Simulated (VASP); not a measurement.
Computed with PBE GGA, VASP's PBE PAW potentials (set 64) (plane waves; VASP).

Input for VASP

INCAR:
```
SYSTEM = InAs
PREC = Accurate; ENCUT = 300; LREAL = .FALSE.
LASPH = .TRUE.
EDIFF = 1E-6; NELM = 100; ALGO = Normal
LMAXMIX = 4
ISMEAR = -1; SIGMA = 0.05
GGA = PE
ISIF = 2
LWAVE = .FALSE.; LCHARG = .FALSE.
```

**KPOINTS**
```
Automatic
0
G
  5 5 5
```

**POSCAR**
```
InAs
1
    0.0000000000     3.0300000000     3.0300000000
    3.0300000000     0.0000000000     3.0300000000
    3.0300000000     3.0300000000     0.0000000000
In As
1 1
Direct
  0.0000000000   0.0000000000   0.0000000000
  0.2500000000   0.2500000000   0.2500000000
```

POTCAR, in this order: In_d As (PBE.64 set). Program: vasp_std.

The run wrote:

OSZICAR:
```
       N       E                     dE             d eps       ncg     rms          rms(c)
DAV:   1     0.963838028138E+02    0.96384E+02   -0.63579E+03   260   0.988E+02
DAV:   2    -0.117114531159E+01   -0.97555E+02   -0.94144E+02   270   0.272E+02
DAV:   3    -0.778308335914E+01   -0.66119E+01   -0.65733E+01   345   0.770E+01
DAV:   4    -0.791144141726E+01   -0.12836E+00   -0.12833E+00   281   0.127E+01
DAV:   5    -0.791637335028E+01   -0.49319E-02   -0.49318E-02   388   0.211E+00    0.453E+00
DAV:   6    -0.765663030009E+01    0.25974E+00   -0.45928E-01   381   0.121E+01    0.258E+00
DAV:   7    -0.763141094362E+01    0.25219E-01   -0.14918E-01   383   0.354E+00    0.739E-01
DAV:   8    -0.763240619609E+01   -0.99525E-03   -0.13553E-02   305   0.165E+00    0.212E-01
DAV:   9    -0.763309619335E+01   -0.69000E-03   -0.12616E-03   328   0.418E-01    0.131E-01
DAV:  10    -0.763323499160E+01   -0.13880E-03   -0.19409E-04   346   0.199E-01    0.855E-02
DAV:  11    -0.763327891008E+01   -0.43918E-04   -0.16886E-04   275   0.152E-01    0.768E-02
DAV:  12    -0.763328247214E+01   -0.35621E-05   -0.15643E-05   290   0.323E-02    0.148E-02
DAV:  13    -0.763328268474E+01   -0.21260E-06   -0.25663E-06   290   0.102E-02
   1 F= -.76332827E+01 E0= -.76325014E+01  d E =-.156266E-02
```

### OUTCAR
```
------------------------ aborting loop because EDIFF is reached ----------------------------------------
  FORCE on cell =-STRESS in cart. coord.  units (eV):
  Direction    XX          YY          ZZ          XY          YZ          ZX
  --------------------------------------------------------------------------------------
  Total        1.2229314      1.2229314      1.2229314      0.0000000      0.0000000      0.0000000
  in kB       35.2171976     35.2171976     35.2171976      0.0000000      0.0000000      0.0000000
  external PRESSURE =      35.2171976 kB  Pullay stress =       0.0000000 kB
  volume of cell :       55.64
      direct lattice vectors                 reciprocal lattice vectors
     0.000000000  3.030000000  3.030000000    -0.165016502  0.165016502  0.165016502
     3.030000000  0.000000000  3.030000000     0.165016502 -0.165016502  0.165016502
     3.030000000  3.030000000  0.000000000     0.165016502  0.165016502 -0.165016502
  FREE ENERGIE OF THE ION-ELECTRON SYSTEM (eV)
  ---------------------------------------------------
  free  energy   TOTEN  =        -7.6332826847 eV

  energy  without entropy=       -7.6317200279  energy(sigma->0) =       -7.63250136
```
(Selected blocks of OUTCAR.)

At this cut-off the stress carries a Pulay error, which pulls relaxed volumes low.

The structure is a typed InAs crystal (F-43m). The cell was not relaxed at this level. The k-mesh is coarse (spacing up to 0.36 per Å, 2π included), so the numbers may not be converged in it. The run is one of a series of settings (KPOINTS 5×5×5 Γ-centred mesh against the base run), some of them coarse on purpose.
